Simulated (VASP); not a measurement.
Level of theory: PBEsol GGA, VASP's PBE PAW potentials (set 64) (plane waves; VASP 6.6.1).

Input for VASP

File KPOINTS:
```
Automatic mesh
0
Gamma
14 14 8
0 0 0
```

File POSCAR:
```
Tl
1
    1.7174801823    -2.9747630373     0.0000000000
    1.7174801823     2.9747630373    -0.0000000000
    0.0000000000    -0.0000000000     5.5628243917
Tl
2
Direct
  0.3333330000   0.6666670000   0.2500000000
  0.6666670000   0.3333330000   0.7500000000
```

**INCAR**
```
SYSTEM=Tl
PREC=Accurate; ENCUT=520; LREAL=.FALSE.
LASPH=.TRUE.
EDIFF=1E-7; NELM=100; ALGO=Normal
LMAXMIX=4
ISMEAR=-5
GGA=PS
ISIF=2
LWAVE=.FALSE.; LCHARG=.TRUE.; LORBIT=11
NEDOS=601
```

POTCAR, in this order: Tl_d (PBE.64 set). Program: vasp_std.

The resulting files:

**OSZICAR**
```
       N       E                     dE             d eps       ncg     rms          rms(c)
DAV:   1     0.126590156012E+03    0.12659E+03   -0.14476E+04  4080   0.145E+03
DAV:   2    -0.329241950869E+01   -0.12988E+03   -0.12857E+03  4298   0.296E+02
DAV:   3    -0.532623955561E+01   -0.20338E+01   -0.20299E+01  4924   0.335E+01
DAV:   4    -0.533647038171E+01   -0.10231E-01   -0.10225E-01  4528   0.243E+00
DAV:   5    -0.533658669116E+01   -0.11631E-03   -0.11639E-03  4765   0.270E-01    0.309E+00
DAV:   6    -0.527212579042E+01    0.64461E-01   -0.12640E-01  4298   0.304E+00    0.216E+00
DAV:   7    -0.526094601383E+01    0.11180E-01   -0.47458E-02  4287   0.184E+00    0.844E-01
DAV:   8    -0.526010637438E+01    0.83964E-03   -0.27893E-03  4275   0.453E-01    0.487E-02
DAV:   9    -0.526010674439E+01   -0.37001E-06   -0.14051E-05  4996   0.363E-02    0.101E-02
DAV:  10    -0.526010899711E+01   -0.22527E-05   -0.27906E-06  4336   0.166E-02    0.107E-03
DAV:  11    -0.526010929138E+01   -0.29427E-06   -0.21308E-07  2832   0.377E-03    0.399E-04
DAV:  12    -0.526010936828E+01   -0.76903E-07   -0.17820E-08  2200   0.124E-03
   1 F= -.52601094E+01 E0= -.52601094E+01  d E =0.000000E+00
```

**OUTCAR**
```
------------------------ aborting loop because EDIFF is reached ----------------------------------------
  FORCE on cell =-STRESS in cart. coord.  units (eV):
  Direction    XX          YY          ZZ          XY          YZ          ZX
  --------------------------------------------------------------------------------------
  Total        0.1396811      0.1396811     -0.1078517      0.0000000     -0.0000000     -0.0000000
  in kB        3.9371198      3.9371201     -3.0399624      0.0000000     -0.0000000     -0.0000000
  external PRESSURE =       1.6114258 kB  Pullay stress =       0.0000000 kB
  volume of cell :       56.84
      direct lattice vectors                 reciprocal lattice vectors
     1.717480182 -2.974763037  0.000000000     0.291124174 -0.168080615  0.000000000
     1.717480182  2.974763037  0.000000000     0.291124174  0.168080615  0.000000000
     0.000000000  0.000000000  5.562824392     0.000000000  0.000000000  0.179764797
 POSITION                                       TOTAL-FORCE (eV/Angst)
 -----------------------------------------------------------------------------------
      1.71748      0.99159      1.39071         0.000000     -0.000000      0.000000
      1.71748     -0.99159      4.17212        -0.000000      0.000000      0.000000
 -----------------------------------------------------------------------------------
    total drift:                                0.000000      0.000452      0.000008
  FREE ENERGIE OF THE ION-ELECTRON SYSTEM (eV)
  ---------------------------------------------------
  free  energy   TOTEN  =        -5.2601093683 eV

  energy  without entropy=       -5.2601093683  energy(sigma->0) =       -5.26010937

 total charge

# of ion       s       p       d       tot
------------------------------------------
    1        1.176   0.393   9.637  11.205
    2        1.176   0.393   9.637  11.205
--------------------------------------------------
tot          2.352   0.786  19.274  22.411
```
(Selected blocks of OUTCAR.)

For a metal the tetrahedron method with Blöchl corrections gives inexact stress and forces.

The compound is Tl in the hcp structure. It was relaxed first.
